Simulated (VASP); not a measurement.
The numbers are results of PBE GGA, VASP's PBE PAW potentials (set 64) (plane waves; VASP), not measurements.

VASP input:

POSCAR:
```
WSi2
1
   -1.6107780000     1.6107780000     3.9290940000
    1.6107780000    -1.6107780000     3.9290940000
    1.6107780000     1.6107780000    -3.9290940000
Si W
2 1
Direct
  0.6650000000   0.6650000000   0.0000000000
  0.3350000000   0.3350000000   0.0000000000
  0.0000000000   0.0000000000   0.0000000000
```

**KPOINTS**
```
Automatic mesh
0
gamma
  4 4 4
0 0 0
```

### INCAR
```
! general
SYSTEM   =  WSi2
PREC     =  Accurate
ENCUT    =  300
LREAL    =  .FALSE.
LASPH    =  .TRUE.

! electronic loop
EDIFF    =  1E-6
NELM     =  100
ALGO     =  Normal
LMAXMIX  =  6

! smearing
ISMEAR   =  -1
SIGMA    =  0.136

! functional
GGA      =  PE

! ions
ISIF     =  2

! output
LWAVE    =  .FALSE.
LCHARG   =  .FALSE.
```

POTCAR, in this order: Si W_sv (PBE.64 set). Program: vasp_std.

At this cut-off the stress carries a Pulay error, which pulls relaxed volumes low. Gaps are read on the run's mesh, which can miss a band edge. Unless said otherwise, spin-orbit coupling is left out, though it shifts the bands of the heavy elements here.

### Question
What does the run give for the energy per atom (σ→0), pressure, largest force, band gap (on the k-mesh)?

### Answer

The energy per atom (σ→0) is -8.251 eV/atom, the band gap (on the k-mesh) comes out as none (metal, semimetal or under 0.01 eV) and the pressure is 1.47 GPa. The largest force is 0.278 eV/Å.

File OSZICAR:
```
...
DAV:   6    -0.248638005892E+02    0.77097E+00   -0.46823E+00   446   0.157E+01    0.860E+00
DAV:   7    -0.247847167799E+02    0.79084E-01   -0.25654E-01   411   0.299E+00    0.442E+00
DAV:   8    -0.247634148969E+02    0.21302E-01   -0.42578E-02   467   0.180E+00    0.300E-01
DAV:   9    -0.247630788187E+02    0.33608E-03   -0.10600E-03   481   0.268E-01    0.170E-01
DAV:  10    -0.247630094959E+02    0.69323E-04   -0.26226E-04   425   0.156E-01    0.358E-02
DAV:  11    -0.247630040544E+02    0.54416E-05   -0.27462E-05   495   0.414E-02    0.135E-02
DAV:  12    -0.247630041680E+02   -0.11367E-06   -0.13340E-06   328   0.773E-03
   1 F= -.24763004E+02 E0= -.24752030E+02  d E =-.219484E-01
```

The structure is a typed WSi2 crystal. The cell was not relaxed at this level. The k-mesh is coarse (spacing up to 0.69 per Å, 2π included), so the numbers may not be converged in it. The run is one of a series of settings (KPOINTS 4×4×4 Γ-centred mesh against the base run), some of them coarse on purpose.
